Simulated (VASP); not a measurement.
OSZICAR of a VASP run on Al35GeN35:

OSZICAR:
```
       N       E                     dE             d eps       ncg     rms          rms(c)
DAV:   1    -0.507973210622E+03   -0.50797E+03   -0.89840E-06   792   0.743E-03    0.259E-03
RMM:   2    -0.507973210454E+03    0.16824E-06   -0.12897E-06   472   0.283E-03    0.175E-03
RMM:   3    -0.507973210423E+03    0.30959E-07   -0.72317E-07   533   0.163E-03    0.849E-04
RMM:   4    -0.507973210429E+03   -0.63555E-08   -0.12001E-07   356   0.751E-04
   1 F= -.50797321E+03 E0= -.50797321E+03  d E =-.275932E-13  mag=     1.0000
```

Problem. Which electronic solver shows in the log?

Solution. It is blocked Davidson (ALGO = Normal, or the opening steps of other solvers) and then RMM-DIIS (ALGO = Fast or VeryFast). The INCAR had ALGO = Fast.

Problem. How was spin treated?

Solution. Collinear spin (ISPIN = 2): the summary line carries one mag value, 1.00 μB in the cell.

Problem. Can the final energy be trusted as converged?

Solution. The run converged. It stopped with EDIFF = 1E-6, NELM = 100 (PBE GGA, plane waves, VASP's PBE PAW potentials (set 64)).  The cell is charged, with a uniform compensating background.  The supercell is sampled at Γ alone, which is coarse: total energies, pressure and levels can be off, energies of defects by several tenths of an eV.

The cell is a supercell with a defect, built from AlN (wurtzite): Ge_Al-vac_N, charge -1. The total moment is imposed (NUPDOWN), so this need not be the lowest spin state.
